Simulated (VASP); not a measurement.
OSZICAR of a VASP run on Sb (a7):

### OSZICAR
```
       N       E                     dE             d eps       ncg     rms          rms(c)
DAV:   1     0.393631021239E+02    0.39363E+02   -0.36653E+03  1170   0.870E+02
DAV:   2    -0.575382264071E+01   -0.45117E+02   -0.44617E+02  1712   0.120E+02
DAV:   3    -0.753283922856E+01   -0.17790E+01   -0.17734E+01  1382   0.296E+01
DAV:   4    -0.755238887478E+01   -0.19550E-01   -0.19529E-01  1425   0.339E+00
DAV:   5    -0.755258982920E+01   -0.20095E-03   -0.20076E-03  1350   0.353E-01    0.281E+00
DAV:   6    -0.755900410251E+01   -0.64143E-02   -0.31724E-03  1262   0.520E-01    0.170E+00
DAV:   7    -0.756326461146E+01   -0.42605E-02   -0.83618E-03  1191   0.834E-01    0.103E-01
DAV:   8    -0.756354587165E+01   -0.28126E-03   -0.41022E-04  1349   0.149E-01    0.301E-02
DAV:   9    -0.756363447479E+01   -0.88603E-04   -0.17698E-04  1190   0.968E-02    0.645E-03
DAV:  10    -0.756363791362E+01   -0.34388E-05   -0.97605E-06  1465   0.212E-02    0.323E-03
DAV:  11    -0.756363786857E+01    0.45056E-07   -0.31245E-06  1190   0.134E-02    0.335E-03
DAV:  12    -0.756363839087E+01   -0.52230E-06   -0.22803E-07  1300   0.347E-03    0.373E-04
DAV:  13    -0.756363834555E+01    0.45315E-07   -0.36668E-08   647   0.142E-03
   1 F= -.75636383E+01 E0= -.75636383E+01  d E =0.000000E+00
```

Question: Which electronic solver shows in the log?

Answer: It is blocked Davidson (ALGO = Normal, or the opening steps of other solvers). The INCAR had ALGO = Normal.

Question: Can the final energy be trusted as converged?

Answer: The calculation finished and met its thresholds. It stopped with EDIFF = 1E-7, NELM = 100 (RPBE GGA, plane waves, VASP's PBE PAW potentials (set 64)).

The compound is Sb in the a7 structure. It was relaxed first, which changed the volume by +9 %.
